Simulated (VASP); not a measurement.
# Bi: structure and properties in VASP, part 3 of 5

Wanted: the relaxed cell of Bi and its properties. Left out of this account: at least 1 further run (phonons: it ended without a result to show). This is not the structure that Bi takes at ambient conditions. The start is a computed cell from the Materials Project.

VASP 6.6.1; r2SCAN with rVV10; plane waves and PAW (Bi_d).

Still holding for the runs below: This run has no spin polarisation. Its electron count is odd, so without a moment it is a metal by construction.

So far. Step 3 (Second relaxation): It ends with forces that vanish by symmetry and a pressure of 0.02 GPa. Step 4 (Density, ELF and potential (r2SCAN + rVV10)): In this run the pressure is 0.01 GPa, small enough to go on; single stress components reach 0.01 GPa.

The starting crystal is not the ambient structure of Bi (space group No. 166); it is a model or a phase of other conditions.

## (5) Band structure (r2SCAN + rVV10)

The mesh alone shows little of the dispersion and can miss band extrema, so KPOINTS_OPT adds a path through the symmetry points after the self-consistent cycle.

INCAR

```
SYSTEM = Bi
PREC = Accurate
ENCUT = 400
EDIFF = 1E-06
NELM = 100
ISMEAR = 1
SIGMA = 0.2
LREAL = .FALSE.
ALGO = Normal
METAGGA = R2SCAN
LUSE_VDW = .TRUE.
IVDW_NL = 2
BPARAM = 11.95
CPARAM = 0.0093
LASPH = .TRUE.
NBANDS = 18
LORBIT = 11
LWAVE = .FALSE.
LCHARG = .FALSE.
KPAR = 2
```

POSCAR

```
Bi
1.0
   -1.9734289001      1.9734289001      1.9734289001
    1.9734289001     -1.9734289001      1.9734289001
    1.9734289001      1.9734289001     -1.9734289001
Bi
1
Direct
    0.0000000000      0.0000000000      0.0000000000
```

KPOINTS

```
Automatic mesh
0
Gamma
10 10 10
0 0 0
```

KPOINTS_OPT

```
Line mode
16
Line-mode
Reciprocal
  0.00000000   0.00000000   0.00000000 GAMMA
  0.50000000  -0.50000000   0.50000000 H

  0.50000000  -0.50000000   0.50000000 H
  0.00000000   0.00000000   0.50000000 N

  0.00000000   0.00000000   0.50000000 N
  0.00000000   0.00000000   0.00000000 GAMMA

  0.00000000   0.00000000   0.00000000 GAMMA
  0.25000000   0.25000000   0.25000000 P

  0.25000000   0.25000000   0.25000000 P
  0.50000000  -0.50000000   0.50000000 H

  0.25000000   0.25000000   0.25000000 P
  0.00000000   0.00000000   0.50000000 N
```

PAW data sets: Bi_d (PBE family, release 64).

Started as:

```sh
$ mpirun -np 2 vasp_std
```

What it wrote:

```text
[... set-up lines as in an earlier step ...]
 entering main loop
       N       E                     dE             d eps       ncg     rms          rms(c)
Total rVV10 correction in eV:      0.3723223    16.1245764
Total rVV10 correction in eV:      0.3723223    16.1245764
DAV:   1     0.595250460779E+02    0.59525E+02   -0.61108E+03  1712   0.811E+02
DAV:   2    -0.536116087848E+02   -0.11314E+03   -0.10719E+03  1858   0.263E+02
DAV:   3    -0.612170753100E+02   -0.76055E+01   -0.75638E+01  2018   0.677E+01
DAV:   4    -0.613771236457E+02   -0.16005E+00   -0.15995E+00  2202   0.100E+01
DAV:   5    -0.613826970659E+02   -0.55734E-02   -0.55731E-02  2336   0.177E+00    0.741E-01
Total rVV10 correction in eV:      0.3694707    16.1245756
Total rVV10 correction in eV:      0.3694707    16.1245756
DAV:   6    -0.579102818293E+02    0.34724E+01   -0.77643E-01  2024   0.127E+01    0.593E-01
Total rVV10 correction in eV:      0.3691241    16.1245756
Total rVV10 correction in eV:      0.3691241    16.1245756
DAV:   7    -0.579094888991E+02    0.79293E-03   -0.92269E-03  2190   0.882E-01    0.378E-01
Total rVV10 correction in eV:      0.3680465    16.1245756
Total rVV10 correction in eV:      0.3680465    16.1245756
DAV:   8    -0.579119516474E+02   -0.24627E-02   -0.11475E-02  2510   0.123E+00    0.959E-02
Total rVV10 correction in eV:      0.3677156    16.1245756
Total rVV10 correction in eV:      0.3677156    16.1245756
DAV:   9    -0.579116919494E+02    0.25970E-03   -0.66733E-04  2272   0.332E-01    0.478E-02
Total rVV10 correction in eV:      0.3676684    16.1245756
Total rVV10 correction in eV:      0.3676684    16.1245756
DAV:  10    -0.579116265942E+02    0.65355E-04   -0.37312E-04  2564   0.241E-01    0.137E-02
Total rVV10 correction in eV:      0.3677089    16.1245756
Total rVV10 correction in eV:      0.3677089    16.1245756
DAV:  11    -0.579116217000E+02    0.48942E-05   -0.16877E-05  2216   0.532E-02    0.493E-03
Total rVV10 correction in eV:      0.3677342    16.1245756
Total rVV10 correction in eV:      0.3677342    16.1245756
DAV:  12    -0.579116224773E+02   -0.77729E-06   -0.72989E-06  2588   0.334E-02
Total rVV10 correction in eV:      0.3677237    16.1245756
Total rVV10 correction in eV:      0.3677237    16.1245756
Total rVV10 correction in eV:      0.3677316    16.1245756
Total rVV10 correction in eV:      0.3677316    16.1245756
   1 F= -.57911622E+02 E0= -.57911729E+02  d E =0.318301E-03
 Start KPOINTS_OPT (optional k-point list driver)
k-point batch [1-47\96]
       N       E                     dE             ncg
DAV:   1    -0.114868412594E+04   -0.18596E+05     1732
DAV:   2    -0.647316054304E+04   -0.53245E+04     1878
DAV:   3    -0.683505272362E+04   -0.36189E+03     1990
DAV:   4    -0.684279685553E+04   -0.77441E+01     2158
DAV:   5    -0.684304724287E+04   -0.25039E+00     2286
DAV:   6    -0.684305664760E+04   -0.94047E-02     2330
DAV:   7    -0.684305675461E+04   -0.10700E-03     2360
DAV:   8    -0.684305675536E+04   -0.75454E-06     1674
[...]
k-point batch [95-96\96]
       N       E                     dE             ncg
DAV:   1     0.203802273324E+05   -0.89793E+03       72
DAV:   2     0.201557138766E+05   -0.22451E+03       80
DAV:   3     0.201416787501E+05   -0.14035E+02       92
DAV:   4     0.201414195226E+05   -0.25923E+00      104
DAV:   5     0.201414095830E+05   -0.99396E-02      104
DAV:   6     0.201414092294E+05   -0.35356E-03      104
DAV:   7     0.201414092273E+05   -0.21137E-05      112
DAV:   8     0.201414092273E+05   -0.19005E-07       72
```

The job ended after 2.8 min (2 MPI ranks of AMD EPYC 7R43, shared host; peak memory 0.36 GiB).

OUTCAR, selected parts (step 5):

```text
   k-points           NKPTS =     47   k-points in BZ     NKDIM =     47   number of bands    NBANDS=     18

   NELECT =      15.0000    total number of electrons

 E-fermi :   7.9476

 k-point     1 :       0.0000    0.0000    0.0000
  band No.  band energies     occupation
    ...
      2     -15.7502      2.00000
      3     -15.7502      2.00000
      4     -15.6010      2.00000
      5     -15.6010      2.00000
      6      -6.2374      2.00000
      7      13.4181      0.00000
      8      13.4181      0.00000
      9      13.4181      0.00000
     10      18.2480      0.00000
     11      19.2329      0.00000
    ...

  Total       -0.0126113     -0.0126113     -0.0126113      0.0000000     -0.0000000      0.0000000
  in kB       -0.6572726     -0.6572726     -0.6572726      0.0000000     -0.0000000      0.0000000
  external PRESSURE =      -0.6572726 kB  Pullay stress =       0.0000000 kB

 POSITION                                       TOTAL-FORCE (eV/Angst)
 -----------------------------------------------------------------------------------
      0.00000      0.00000      0.00000         0.000000      0.000000      0.000000
 -----------------------------------------------------------------------------------
    total drift:                               -0.000000      0.000000      0.000000

  FREE ENERGIE OF THE ION-ELECTRON SYSTEM (eV)
  ---------------------------------------------------
  free  energy   TOTEN  =       -57.9116224773 eV

  energy  without entropy=      -57.9119407787  energy(sigma->0) =      -57.91172858

[... 8 parts as in an earlier step ...]

[... 8 further parts left out ...]
```

Spin-orbit coupling is off here; it can split and shift levels that hold much weight on Bi by tenths of an eV or more.

Numbers from this step:

```yaml
scf_cycles: 12
bands: 18
fermi_energy: 7.948 eV
pressure: -0.06573 GPa
```

The electronic bands at the labelled points (eV, zero at the Fermi level; # counts the bands kept in this run, so #1 is VASP's band 6):

| point | #1 | #2 | #3 | #4 | #5 | #6 |
| --- | --- | --- | --- | --- | --- | --- |
| Γ | -14.19 | 5.47 | 5.47 | 5.47 | 10.30 | 11.29 |
| 0.53 of the way | -11.56 | -1.07 | 0.49 | 0.49 | 5.74 | 12.30 |
| H | -8.48 | -1.99 | -1.99 | -1.99 | 3.99 | 3.99 |
| 0.47 of the way | -9.80 | -3.92 | -0.75 | 0.27 | 6.38 | 7.78 |
| N | -10.85 | -5.37 | 1.62 | 3.77 | 6.61 | 8.03 |
| 0.53 of the way | -13.14 | -0.23 | 3.31 | 4.68 | 7.93 | 9.05 |
| Γ | -14.19 | 5.47 | 5.47 | 5.47 | 10.30 | 11.29 |
| 0.47 of the way | -12.65 | -1.21 | 2.31 | 2.31 | 10.64 | 10.64 |
| P | -10.27 | -2.44 | -2.44 | -2.44 | 16.17 | 16.17 |
| 0.47 of the way | -10.11 | -3.40 | -3.40 | 3.38 | 8.40 | 9.27 |
| H | -8.48 | -1.99 | -1.99 | -1.99 | 3.99 | 3.99 |
| jump to P | -10.27 | -2.44 | -2.44 | -2.44 | 16.17 | 16.17 |
| 0.47 of the way | -10.56 | -4.51 | -1.05 | 0.63 | 11.07 | 12.16 |
| N | -10.85 | -5.37 | 1.62 | 3.77 | 6.61 | 8.03 |

The electronic bands as a text plot (rows in eV, shown from -8.0 to 4.0 only):

```
    3.7 |   *                ***  * *    *                      *
    3.2 |  *                *           * *         **
    2.7 |                        *                             *
    2.2 |   *              *    *
    1.7 |    *            *  ***   *       *       *  *       * *
    1.2 |     *             *
    0.7 |      *         * *      *      *  *          *       *
    0.2 |    *            *                       *     *    *
   -0.3 |     * *       **                *  *                *
   -0.8 |                                                   *
   -1.3 |      * *    ***        *            *          *   *
   -1.8 |       * ******                         *        * *
   -2.3 |        *****                     *   **        ***
   -2.8 |             **        *           *    *     **  *
   -3.3 |                                      *  *****
   -3.8 |               *                    **             *
   -4.3 |                *     *                             *
   -4.8 |                 **  *                               *
   -5.3 |                   **                                 **
   -5.8 |
   -6.3 |
   -6.8 |
   -7.3 |
   -7.8 |
         Γ           H       N        Γ         P        H|P    N
```

There is no gap at this level.

## (6) Total and projected DOS (r2SCAN + rVV10)

Here the states are counted by energy and projected on the atoms. The mesh is finer than in the run before.

INCAR: that of step 5 with these lines changed.

```diff
@@ -5,3 +5,3 @@
 NELM = 100
-ISMEAR = 1
+ISMEAR = -5
 SIGMA = 0.2
@@ -20 +20,2 @@
 KPAR = 2
+NEDOS = 2001
```

POSCAR is that of step 5.

KPOINTS

```
Automatic mesh
0
Gamma
14 14 14
0 0 0
```

Started as:

```sh
$ mpirun -np 2 vasp_std
```

What it wrote:

```text
[... set-up lines as in an earlier step ...]
 entering main loop
       N       E                     dE             d eps       ncg     rms          rms(c)
Total rVV10 correction in eV:      0.3723223    16.1245764
Total rVV10 correction in eV:      0.3723223    16.1245764
DAV:   1     0.587746526730E+02    0.58775E+02   -0.61979E+03  3810   0.823E+02
DAV:   2    -0.536259979227E+02   -0.11240E+03   -0.10744E+03  4120   0.267E+02
DAV:   3    -0.612053373477E+02   -0.75793E+01   -0.75347E+01  4598   0.676E+01
DAV:   4    -0.613685512852E+02   -0.16321E+00   -0.16324E+00  4770   0.102E+01
DAV:   5    -0.613742402539E+02   -0.56890E-02   -0.56959E-02  5188   0.180E+00    0.740E-01
Total rVV10 correction in eV:      0.3694232    16.1245756
Total rVV10 correction in eV:      0.3694232    16.1245756
DAV:   6    -0.579000632603E+02    0.34742E+01   -0.77582E-01  4498   0.127E+01    0.596E-01
Total rVV10 correction in eV:      0.3690537    16.1245756
Total rVV10 correction in eV:      0.3690537    16.1245756
DAV:   7    -0.578992282657E+02    0.83499E-03   -0.92731E-03  4872   0.881E-01    0.380E-01
Total rVV10 correction in eV:      0.3679110    16.1245756
Total rVV10 correction in eV:      0.3679110    16.1245756
DAV:   8    -0.579016894642E+02   -0.24612E-02   -0.11258E-02  5586   0.122E+00    0.959E-02
Total rVV10 correction in eV:      0.3675731    16.1245756
Total rVV10 correction in eV:      0.3675731    16.1245756
DAV:   9    -0.579014014806E+02    0.28798E-03   -0.67820E-04  5002   0.336E-01    0.473E-02
Total rVV10 correction in eV:      0.3675294    16.1245756
Total rVV10 correction in eV:      0.3675294    16.1245756
DAV:  10    -0.579013293193E+02    0.72161E-04   -0.36738E-04  5760   0.238E-01    0.140E-02
Total rVV10 correction in eV:      0.3675704    16.1245756
Total rVV10 correction in eV:      0.3675704    16.1245756
DAV:  11    -0.579013262714E+02    0.30479E-05   -0.17454E-05  4918   0.547E-02    0.480E-03
Total rVV10 correction in eV:      0.3675956    16.1245756
Total rVV10 correction in eV:      0.3675956    16.1245756
DAV:  12    -0.579013278107E+02   -0.15393E-05   -0.73704E-06  5850   0.333E-02    0.277E-03
Total rVV10 correction in eV:      0.3675929    16.1245756
Total rVV10 correction in eV:      0.3675929    16.1245756
DAV:  13    -0.579013262549E+02    0.15558E-05   -0.77543E-07  2494   0.126E-02    0.275E-04
Total rVV10 correction in eV:      0.3675929    16.1245756
Total rVV10 correction in eV:      0.3675929    16.1245756
DAV:  14    -0.579013260884E+02    0.16648E-06   -0.10073E-07  2298   0.295E-03
Total rVV10 correction in eV:      0.3675937    16.1245756
Total rVV10 correction in eV:      0.3675937    16.1245756
Total rVV10 correction in eV:      0.3675927    16.1245756
Total rVV10 correction in eV:      0.3675927    16.1245756
   1 F= -.57901326E+02 E0= -.57901326E+02  d E =0.000000E+00
 -----------------------------------------------------------------------------
|                                                                             |
|           W    W    AA    RRRRR   N    N  II  N    N   GGGG   !!!           |
|           W    W   A  A   R    R  NN   N  II  NN   N  G    G  !!!           |
|           W    W  A    A  R    R  N N  N  II  N N  N  G       !!!           |
|           W WW W  AAAAAA  RRRRR   N  N N  II  N  N N  G  GGG   !            |
|           WW  WW  A    A  R   R   N   NN  II  N   NN  G    G                |
|           W    W  A    A  R    R  N    N  II  N    N   GGGG   !!!           |
|                                                                             |
|     Tetrahedron method does not include variations of the Fermi             |
|     occupations, so forces and stress will be inaccurate. We suggest        |
|     using a different smearing scheme ISMEAR = 1 or 2 for metals in         |
|     relaxations.                                                            |
|                                                                             |
 -----------------------------------------------------------------------------
```

Run time: 3.2 min. Hardware: 2 MPI ranks; peak memory 0.4 GiB.

From OUTCAR (step 6):

```text
   k-points           NKPTS =    104   k-points in BZ     NKDIM =    104   number of bands    NBANDS=     18

   NELECT =      15.0000    total number of electrons

 E-fermi :   7.9688

 k-point     1 :       0.0000    0.0000    0.0000
  band No.  band energies     occupation
    ...
      2     -15.7580      2.00000
      3     -15.7580      2.00000
      4     -15.6088      2.00000
      5     -15.6088      2.00000
      6      -6.2403      2.00000
      7      13.4157      0.00000
      8      13.4157      0.00000
      9      13.4157      0.00000
     10      18.2442      0.00000
     11      19.2322      0.00000
    ...

  Total       -0.0288455     -0.0288455     -0.0288455      0.0000000      0.0000000     -0.0000000
  in kB       -1.5033631     -1.5033631     -1.5033631      0.0000000      0.0000000     -0.0000000
  external PRESSURE =      -1.5033631 kB  Pullay stress =       0.0000000 kB

 POSITION                                       TOTAL-FORCE (eV/Angst)
 -----------------------------------------------------------------------------------
      0.00000      0.00000      0.00000        -0.000000      0.000000      0.000000
 -----------------------------------------------------------------------------------
    total drift:                               -0.000000      0.000000      0.000000

  FREE ENERGIE OF THE ION-ELECTRON SYSTEM (eV)
  ---------------------------------------------------
  free  energy   TOTEN  =       -57.9013260884 eV

  energy  without entropy=      -57.9013260884  energy(sigma->0) =      -57.90132609

[... 6 parts as in an earlier step ...]

[... 10 further parts left out ...]
```

With tetrahedra the forces and stress of a metal are not exact derivatives of the energy.

This step gave:

```yaml
scf_cycles: 14
irreducible_k_points: 104
free_energy_toten: -57.9013 eV
fermi_energy: 7.969 eV
pressure: -0.1503 GPa
dos_at_the_fermi_level_one_point_of_the_energy_grid: 0.6470 states/eV/cell
```

The density of states has structure finer than the step of the table below, so its rows give means over 0.5 eV, whole bins alone (the curve runs from -12.0 to 8.00 eV). Peaks (eV: height): total -10.44: 1.16, -3.98: 1.02, 3.14: 1.16, 7.77: 1.14; Bi p -3.98: 0.405, 3.14: 0.642; Bi s -10.44: 0.885; Bi d 7.77: 0.198.

States under -12.0 eV and over 8.0 eV are left out. Density of states against energy, zero at the Fermi level; means over each step; values in states/eV/cell:

| energy (eV) | total | Bi p | Bi s | Bi d |
| --- | --- | --- | --- | --- |
| -11.5 | 0.510 | 0.0101 | 0.345 | 0.00216 |
| -11.0 | 0.865 | 0.0111 | 0.619 | 0.00471 |
| -10.5 | 0.935 | 0.00843 | 0.700 | 0.00406 |
| -10.0 | 0.291 | 0.00437 | 0.221 | 9.2e-4 |
| -9.5 | 0.146 | 0.00226 | 0.114 | 1.7e-4 |
| -9.0 | 0.0675 | 7.8e-4 | 0.0551 | 0 |
| -8.5 | 0.00844 | 5.4e-5 | 0.00715 | 0 |
| -8.0 | 0 | 0 | 0 | 0 |
| -7.5 | 0 | 0 | 0 | 0 |
| -7.0 | 0 | 0 | 0 | 0 |
| -6.5 | 0 | 0 | 0 | 0 |
| -6.0 | 0 | 0 | 0 | 0 |
| -5.5 | 0.00690 | 0.00272 | 5.8e-5 | 0 |
| -5.0 | 0.247 | 0.0972 | 0.00364 | 9.3e-4 |
| -4.5 | 0.499 | 0.197 | 0.0118 | 0.00355 |
| -4.0 | 0.881 | 0.349 | 0.0283 | 0.00860 |
| -3.5 | 0.640 | 0.256 | 0.0318 | 0.00612 |
| -3.0 | 0.475 | 0.193 | 0.0305 | 0.00478 |
| -2.5 | 0.520 | 0.215 | 0.0290 | 0.00755 |
| -2.0 | 0.558 | 0.237 | 0.0238 | 0.0100 |
| -1.5 | 0.612 | 0.268 | 0.0215 | 0.0125 |
| -1.0 | 0.617 | 0.276 | 0.0199 | 0.0143 |
| -0.5 | 0.619 | 0.282 | 0.0184 | 0.0157 |
| 0.0 | 0.639 | 0.298 | 0.0178 | 0.0174 |
| 0.5 | 0.644 | 0.308 | 0.0163 | 0.0181 |
| 1.0 | 0.677 | 0.334 | 0.0158 | 0.0191 |
| 1.5 | 0.664 | 0.337 | 0.0140 | 0.0188 |
| 2.0 | 0.620 | 0.317 | 0.0132 | 0.0183 |
| 2.5 | 0.713 | 0.376 | 0.0135 | 0.0192 |
| 3.0 | 1.03 | 0.569 | 0.0147 | 0.0215 |
| 3.5 | 0.682 | 0.384 | 0.00730 | 0.0133 |
| 4.0 | 0.351 | 0.204 | 0.00271 | 0.00866 |
| 4.5 | 0.273 | 0.132 | 0.00114 | 0.0164 |
| 5.0 | 0.207 | 0.0694 | 2.4e-4 | 0.0214 |
| 5.5 | 0.160 | 0.0145 | 1.0e-4 | 0.0262 |
| 6.0 | 0.181 | 0.00965 | 1.0e-4 | 0.0308 |
| 6.5 | 0.213 | 0.0140 | 3.2e-4 | 0.0354 |
| 7.0 | 0.345 | 0.0236 | 0.00906 | 0.0572 |
| 7.5 | 0.743 | 0.0570 | 0.0292 | 0.126 |

The finer mesh and the other smearing move the Fermi level by +0.02 eV from the 10×10×10 run, a small shift, which tests the Fermi level alone. Of the states within 0.3 eV of the Fermi level, the largest shares in the PAW spheres are Bi p 47 %. The rest lies in smaller channels or between the spheres.

[end of part 3 of 5]

[Lines on the potential files, build, host, timing and source positions are cut from VASP's logs without a mark.]

[Logs are printed without paths, hosts, clocks, repeated set-up lines and the standing remarks that a program may print on its own settings, such as how far it seeks lower states.]

[Hosts, paths, dates, database ids (printed as entryN), source tags and the programs' standing remarks are cut or masked in the printed files.]

[A measured line is paired with the nearest computed mode of its activity, which favours agreement.]

[In band tables of VASP the shares of atoms and orbitals are scaled to a sum of 1 inside the atoms' spheres.]
